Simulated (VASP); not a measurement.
Output of a VASP run:

### OSZICAR
```
       N       E                     dE             d eps       ncg     rms          rms(c)
DAV:   1     0.147603228828E+03    0.14760E+03   -0.97817E+03  1024   0.110E+03
DAV:   2    -0.166215809860E+01   -0.14927E+03   -0.14318E+03  1376   0.251E+02
DAV:   3    -0.133006473051E+02   -0.11638E+02   -0.11585E+02  1536   0.683E+01
DAV:   4    -0.136391250256E+02   -0.33848E+00   -0.33792E+00  1504   0.115E+01
DAV:   5    -0.136532020131E+02   -0.14077E-01   -0.14075E-01  1472   0.171E+00    0.222E+01
DAV:   6    -0.134241088222E+02    0.22909E+00   -0.51059E-01  1264   0.449E+00    0.137E+01
DAV:   7    -0.134135889989E+02    0.10520E-01   -0.14610E-01  1456   0.244E+00    0.822E+00
DAV:   8    -0.134288143965E+02   -0.15225E-01   -0.42372E-02  1408   0.158E+00    0.524E-01
DAV:   9    -0.134297141329E+02   -0.89974E-03   -0.11875E-02  1256   0.651E-01    0.209E-01
DAV:  10    -0.134315011034E+02   -0.17870E-02   -0.14133E-03  1384   0.233E-01    0.150E-01
DAV:  11    -0.134321281383E+02   -0.62703E-03   -0.39176E-04  1224   0.111E-01    0.625E-02
DAV:  12    -0.134322014380E+02   -0.73300E-04   -0.37423E-05  1280   0.308E-02    0.331E-02
DAV:  13    -0.134322682182E+02   -0.66780E-04   -0.79794E-05  1176   0.439E-02    0.989E-03
DAV:  14    -0.134322708725E+02   -0.26542E-05   -0.41649E-06  1112   0.108E-02    0.201E-03
DAV:  15    -0.134322712237E+02   -0.35118E-06   -0.42068E-07   936   0.399E-03
   1 F= -.13432271E+02 E0= -.13432271E+02  d E =-.746428E-14  mag=    -0.0000    -0.0000    -0.0000
       N       E                     dE             ncg
       N       E                     dE             ncg
       N       E                     dE             ncg
```

OUTCAR:
```
------------------------ aborting loop because EDIFF is reached ----------------------------------------
  FORCE on cell =-STRESS in cart. coord.  units (eV):
  Direction    XX          YY          ZZ          XY          YZ          ZX
  --------------------------------------------------------------------------------------
  Total        0.0030755      0.0030755      0.0030755      0.0000000      0.0000000      0.0000000
  in kB        0.0595974      0.0595974      0.0595974      0.0000000      0.0000000      0.0000000
  external PRESSURE =       0.0595974 kB  Pullay stress =       0.0000000 kB
  volume of cell :       82.68
      direct lattice vectors                 reciprocal lattice vectors
     0.000000000  3.457736122  3.457736122    -0.144603284  0.144603284  0.144603284
     3.457736122  0.000000000  3.457736122     0.144603284 -0.144603284  0.144603284
     3.457736122  3.457736122  0.000000000     0.144603284  0.144603284 -0.144603284
 POSITION                                       TOTAL-FORCE (eV/Angst)
 -----------------------------------------------------------------------------------
      0.00000      0.00000      0.00000         0.000000     -0.000000      0.000000
      1.72887      1.72887      1.72887        -0.000000     -0.000000     -0.000000
      5.18660      5.18660      5.18660         0.000000      0.000000      0.000000
 -----------------------------------------------------------------------------------
    total drift:                               -0.000000     -0.000000     -0.000000
  FREE ENERGIE OF THE ION-ELECTRON SYSTEM (eV)
  ---------------------------------------------------
  free  energy   TOTEN  =       -13.4322712237 eV

  energy  without entropy=      -13.4322712237  energy(sigma->0) =      -13.43227122

 Ion:    1  E_soc:     -0.1754495

 Ion:    2  E_soc:     -0.0029600

 Ion:    3  E_soc:     -0.0029600
```
(Selected blocks of OUTCAR.)

### POSCAR
```
SrCl2
1
    0.0000000000     3.4577361220     3.4577361220
    3.4577361220     0.0000000000     3.4577361220
    3.4577361220     3.4577361220     0.0000000000
Sr Cl
1 2
Direct
  0.0000000000   0.0000000000   0.0000000000
  0.2500000000   0.2500000000   0.2500000000
  0.7500000000   0.7500000000   0.7500000000
```

Write an INCAR and KPOINTS that could have produced this output.

This is not unique; one that fits is the input of the run itself, PBEsol GGA with spin-orbit coupling, plane waves, VASP's PBE PAW potentials (set 64).

### INCAR
```
# general
SYSTEM     = SrCl2
PREC       = Accurate
ENCUT      = 400
LREAL      = .FALSE.   # projection in real space or not
LASPH      = .TRUE.

# electronic loop
EDIFF      = 1E-6
NELM       = 100
ALGO       = Normal
LMAXMIX    = 4

# smearing
ISMEAR     = 0
SIGMA      = 0.05   # width (eV)

# functional
GGA        = PS   # PBEsol
GGA_COMPAT = .FALSE.

# spin
MAGMOM     = 0 0 0 0 0 0 0 0 0
LSORBIT    = .TRUE.

# output
LWAVE      = .FALSE.
LCHARG     = .FALSE.
```

File KPOINTS_OPT:
```
k-points along high-symmetry lines
8
Line-mode
Reciprocal
  0.000000   0.000000   0.000000 ! GAMMA
  0.500000   0.000000   0.500000 ! X

  0.500000   0.000000   0.500000 ! X
  0.625000   0.250000   0.625000 ! U

  0.375000   0.375000   0.750000 ! K
  0.000000   0.000000   0.000000 ! GAMMA

  0.000000   0.000000   0.000000 ! GAMMA
  0.500000   0.500000   0.500000 ! L

  0.500000   0.500000   0.500000 ! L
  0.500000   0.250000   0.750000 ! W

  0.500000   0.250000   0.750000 ! W
  0.500000   0.000000   0.500000 ! X
```

### KPOINTS
```
Automatic mesh
0
Gamma
6 6 6
0 0 0
```

POTCAR, in this order: Sr_sv Cl (PBE.64 set). Program: vasp_ncl.

The compound is SrCl2 in the fluorite structure. It was relaxed first.
